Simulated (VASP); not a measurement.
## HfTiGeC with SCAN: from relaxation to properties

Aim: relax HfTiGeC, then compute properties on the relaxed cell. The steps: rough relaxation of the start cell, relaxing cell and atoms (SCAN) and second relaxation. The cell is invented: it takes the structure of a Materials Project entry for ZrTiC2 (space group 123 there), with some of its atoms replaced by other elements, volume scaled by an estimate. It may not be a known or stable phase. The atoms of the start are displaced at random from the sites of a P4/mmm cell.

Method: SCAN; plane waves and PAW (Hf_pv, Ge_d, Ti_sv, C); invented cell, in VASP 6.6.1.

Most raw output is cut from this account.

**1. Starting point**

Before any relaxation, the start is as follows. It takes space group P1 (No. 1, triclinic). The conventional cell has a = 3.379 Å, b = 3.379 Å, c = 4.754 Å, α = 90.00°, β = 90.00°, γ = 90.00°. Hf has 2 C at 2.37 to 2.38 Å and 4 Ge at 2.38 to 2.40 Å nearest. Nearest to Ge lie 2 Ti at 2.36 to 2.39 Å and 4 Hf at 2.38 to 2.40 Å. Nearest to Ti lie 2 Ge at 2.36 to 2.39 Å and 4 C at 2.37 to 2.41 Å. C has 4 Ti at 2.37 to 2.41 Å and 2 Hf at 2.37 to 2.38 Å nearest. It derives from ZrTiC2. it takes the structure of a Materials Project entry for ZrTiC2 (space group 123 there), with some of its atoms replaced by other elements, volume scaled by an estimate. Farther neighbours are not listed.

Coordinates:

```cif
data_structure
_symmetry_space_group_name_H-M 'P 1'
_symmetry_Int_Tables_number 1
_cell_length_a 3.3785
_cell_length_b 3.3785
_cell_length_c 4.7536
_cell_angle_alpha 90.000
_cell_angle_beta 90.000
_cell_angle_gamma 90.000
_cell_volume 54.26
loop_
_atom_site_label
_atom_site_type_symbol
_atom_site_fract_x
_atom_site_fract_y
_atom_site_fract_z
_atom_site_occupancy
Hf1 Hf 0.49806 0.50463 0.99829 1
Ge2 Ge 0.99438 0.00528 0.00059 1
Ti3 Ti 0.00234 0.00222 0.49753 1
C4 C 0.50466 0.49701 0.49955 1
```

**2. Rough relaxation of the start cell**

The start is only an estimate, so a cheap relaxation brings it near a minimum before any careful run. SCAN adds the kinetic-energy density; it is numerically more delicate than r2SCAN.

INCAR reads:

```
SYSTEM = HfTiGeC
PREC = Normal
ENCUT = 520
EDIFF = 1E-05
NELM = 60
ISMEAR = -1
SIGMA = 0.05
LREAL = .FALSE.
ALGO = Normal
METAGGA = SCAN
LASPH = .TRUE.
NBANDS = 26
LORBIT = 11
LWAVE = .FALSE.
LCHARG = .FALSE.
KPAR = 2
IBRION = 2
NSW = 40
ISIF = 3
EDIFFG = -0.04
```

POSCAR reads:

```
HfTiGeC
1.0
    3.3785040000      0.0000000000      0.0000000000
    0.0000000000      3.3785040000      0.0000000000
    0.0000000000      0.0000000000      4.7535840000
Hf Ge Ti C
1 1 1 1
Direct
    0.4980580000      0.5046350000     -0.0017120000
   -0.0056230000      0.0052750000      0.0005920000
    0.0023380000      0.0022220000      0.4975320000
    0.5046560000      0.4970090000      0.4995500000
```

KPOINTS reads:

```
Automatic mesh
0
Gamma
5 5 4
0 0 0
```

PAW data sets: Hf_pv, Ge_d, Ti_sv and C (PBE family, release 64).

The run is started by

```sh
mpirun -np 2 vasp_std
```

The job ended after 4.6 min (2 MPI ranks of Intel Xeon 6975P-C (Granite Rapids), shared host; peak memory 0.39 GiB).

The k-mesh is coarse for a metal. Harder data sets than Hf_pv exist (the GW ones), and pressures, volumes and forces can shift noticeably with them. This relaxation is a rough one on cheap settings, only to bring the start near its minimum. The PAW data sets were made with PBE, which is usual practice but a small mismatch for other functionals. After so large a change of volume the plane waves of the start cell no longer fit, so the final stress carries a basis-set error.

The steps of the relaxation:

| step | energy less that of the first step (eV) | largest force (eV/Å) | pressure (GPa) | volume (Å³) |
| --- | --- | --- | --- | --- |
| 1 | 0.0000 | 0.4328 | 19.20 | 54.26 |
| 2 | 0.0872 | 0.3115 | -15.91 | 67.99 |
| 3 | -0.3558 | 0.1373 | -1.29 | 60.20 |
| 4 | -0.3560 | 0.1312 | -0.89 | 60.04 |
| 5 | -0.3559 | 0.1267 | -0.55 | 59.92 |
| 6 | -0.3659 | 0.1023 | 0.78 | 59.57 |
| 7 | -0.3669 | 0.0934 | 0.47 | 59.65 |
| 8 | -0.3669 | 0.0928 | 0.44 | 59.66 |
| 9 | -0.3679 | 0.0798 | -0.28 | 59.93 |
| 10 | -0.3679 | 0.0797 | -0.38 | 59.97 |
| 11 | -0.3687 | 0.0527 | -0.15 | 59.91 |
| 12 | -0.3690 | 0.0339 | -0.04 | 59.85 |

```
     cell as run  before  after   change
           a (Å)   3.379  3.537   +4.7 %
           b (Å)   3.379  3.539   +4.8 %
           c (Å)   4.754  4.782   +0.6 %
           β (°)   90.00  90.02   +0.0 %
volume (Å³/atom)   13.56  14.96  +10.3 %
```

The atoms that moved most (Å, as changes of fractional coordinates times the final cell):

| atom | dx | dy | dz | length |
| --- | --- | --- | --- | --- |
| Ge2 | 0.020 | -0.012 | -0.005 | 0.024 |
| Ti3 | -0.013 | 0.015 | 0.009 | 0.022 |
| C4 | -0.014 | 0.007 | -0.004 | 0.016 |
| Hf1 | 0.007 | -0.010 | 0.000 | 0.012 |

Final coordinates:

```
Hf Ge Ti C
1.0
     3.53658    0.00031   -0.00049
     0.00030    3.53914    0.00020
    -0.00063    0.00031    4.78182
Hf Ge Ti C
1 1 1 1
Direct
  0.49996 0.50181 0.99823
  0.00015 0.00185 0.99950
  0.99869 0.00636 0.49943
  0.50062 0.49912 0.49880
```

Numbers from this step:

- electrons: 40
- bands: 26
- irreducible k-points: 51
- symmetry operations: 1
- free energy (TOTEN): -108.8280 eV
- energy at zero smearing: -108.8230 eV
- Fermi energy: 6.843 eV
- pressure: -0.03544 GPa
- metallic: yes
- SCF cycles over all ionic steps: 116

It ends with a largest force of 0.034 eV/Å and a pressure of -0.04 GPa.

**3. Relaxing cell and atoms (SCAN)**

Properties are meant for the cell that this level of theory prefers, so cell and atoms are relaxed first (ISIF = 3) until forces and stress are small; EDIFFG sets the threshold.

INCAR reads:

```
SYSTEM = HfTiGeC
PREC = Accurate
ENCUT = 520
EDIFF = 1E-06
NELM = 100
ISMEAR = -1
SIGMA = 0.05
LREAL = .FALSE.
ALGO = Normal
METAGGA = SCAN
LASPH = .TRUE.
NBANDS = 26
LORBIT = 11
LWAVE = .FALSE.
LCHARG = .FALSE.
KPAR = 2
IBRION = 2
NSW = 60
ISIF = 3
EDIFFG = -0.01
```

POSCAR reads:

```
HfTiGeC
1.0
    3.5391357700      0.0000000000      0.0000000000
    0.0000000000      3.5365782800      0.0000000000
   -0.0005837000      0.0000000000      4.7818160400
Hf Ge Ti C
1 1 1 1
Direct
    0.5018064440      0.0000000000      0.0017741280
    0.0018535370      0.5000000000      0.0004959110
    0.0063642680      0.5000000000      0.5005704430
    0.4991167520      0.0000000000      0.5011975170
```

KPOINTS reads:

```
Automatic mesh
0
Gamma
6 6 4
0 0 0
```

The cell reached was symmetrised within 0.01 Å before this step, which raises the operations from 1 to 2, which the run then keeps.

The run is started by

```sh
mpirun -np 2 vasp_std
```

Wall time 48 min (2 MPI ranks); peak memory 0.52 GiB.

The relaxation used up its NSW steps before forces and stress met EDIFFG.

**4. Second relaxation**

A relaxation keeps the plane waves of the cell it began with, so it is repeated from the new cell, on a basis made for it. The mesh changes with the cell too.

INCAR is that of step 3.

POSCAR reads:

```
HfTiGeC
1.0
    3.6709592838      0.0000000000      0.1026324199
    0.0000000000      3.5526996676      0.0000000000
    0.1360510945      0.0000000000      4.8283202083
Hf Ge Ti C
1 1 1 1
Direct
    0.4835644544      0.0000000000      0.9722070097
    0.9792284802      0.5000000000      0.0144417635
    0.1161147965      0.5000000000      0.5067929552
    0.4302332698      0.0000000000      0.5105962705
```

KPOINTS reads:

```
Automatic mesh
0
Gamma
5 6 4
0 0 0
```

The run is started by

```sh
mpirun -np 2 vasp_std
```

Wall time 22 min (2 MPI ranks); peak memory 0.48 GiB; 41 min of CPU time.

The run keeps the 2 symmetry operations of its start, so it cannot find a distortion of lower symmetry.

The steps of the relaxation (22 of 36):

| step | energy less that of the first step (eV) | largest force (eV/Å) | pressure (GPa) | volume (Å³) |
| --- | --- | --- | --- | --- |
| 1 | 0.0000 | 0.0664 | -0.13 | 62.92 |
| 3 | -0.0004 | 0.0432 | 0.28 | 62.81 |
| 4 | -0.0006 | 0.0410 | 0.23 | 62.86 |
| 6 | -0.0012 | 0.0255 | -0.04 | 63.06 |
| 8 | -0.0013 | 0.0558 | -0.18 | 63.13 |
| 9 | -0.0013 | 0.0460 | -0.15 | 63.11 |
| 11 | -0.0017 | 0.0747 | 0.05 | 63.08 |
| 13 | -0.0018 | 0.1066 | 0.22 | 63.05 |
| 14 | -0.0019 | 0.1055 | 0.20 | 63.06 |
| 16 | -0.0022 | 0.1019 | 0.22 | 63.09 |
| 18 | -0.0026 | 0.0806 | 0.23 | 63.22 |
| 19 | -0.0027 | 0.0882 | 0.22 | 63.18 |
| 21 | -0.0034 | 0.0598 | -0.09 | 63.33 |
| 23 | -0.0036 | 0.0706 | -0.31 | 63.46 |
| 24 | -0.0040 | 0.0479 | -0.11 | 63.40 |
| 26 | -0.0041 | 0.0427 | 0.15 | 63.33 |
| 28 | -0.0042 | 0.0247 | 0.02 | 63.37 |
| 29 | -0.0043 | 0.0345 | -0.05 | 63.39 |
| 31 | -0.0044 | 0.0173 | -0.02 | 63.33 |
| 33 | -0.0045 | 0.0129 | 0.14 | 63.24 |
| 34 | -0.0045 | 0.0108 | 0.02 | 63.29 |
| 36 | -0.0045 | 0.0090 | 0.02 | 63.30 |

```
     cell as run  before  after  change
           a (Å)   3.672  3.686  +0.4 %
           b (Å)   3.553  3.556  +0.1 %
           c (Å)   4.830  4.844  +0.3 %
           β (°)   86.78  85.44  -1.5 %
volume (Å³/atom)   15.73  15.82  +0.6 %
```

The atoms that moved most (Å, as changes of fractional coordinates times the final cell):

```csv
atom,dx,dy,dz,length
Ti3,0.049,0.000,0.010,0.050
Hf1,-0.021,0.000,-0.037,0.043
Ge2,-0.029,0.000,0.026,0.039
```

Final coordinates:

```xyz
4
Lattice="3.6834 0.0000 0.1473 0.0000 3.5560 0.0000 0.1919 0.0000 4.8404" Properties=species:S:1:pos:R:3 pbc="T T T"
Hf    1.9472    0.0000    4.7396
Ge    3.5803    1.7780    0.2402
Ti    0.5742    1.7780    2.4802
C     1.6833    0.0000    2.5362
```

Numbers from this step:

```yaml
irreducible_k_points: 44
symmetry_operations: 2
free_energy_toten: -109.0467 eV
energy_at_zero_smearing: -109.0442 eV
fermi_energy: 6.536 eV
pressure: 0.02188 GPa
scf_cycles_over_all_ionic_steps: 308
```

It ends with a largest force of 0.009 eV/Å and a pressure of 0.02 GPa.

**5. Summary of results**

```
relaxed volume                            : 15.82 Å³/atom
relaxed conventional cell a, b, c         : 3.686, 3.556, 4.844 Å; angles 90.0, 94.6, 90.0°
space group after relaxing, within 0.02 Å : Pm (No. 6)
```

With SCAN, HfTiGeC relaxes to 15.82 Å³/atom in space group Pm. Spin-orbit coupling is left out, and with elements this heavy it would split and shift bands near the Fermi level. The k-sampling is coarse for a metal, so the Fermi level, pressures and the shape of the cell carry errors. No search among competing phases was made. All values are for a static lattice at zero temperature.

[Lines on the potential files, build, host, timing and source positions are cut from VASP's logs without a mark.]

[Logs are printed without paths, hosts, clocks, repeated set-up lines and the standing remarks that a program may print on its own settings, such as how far it seeks lower states.]

[Hosts, paths, dates, database ids (printed as entryN), source tags and the programs' standing remarks are cut or masked in the printed files.]

[A measured line is paired with the nearest computed mode of its activity, which favours agreement.]
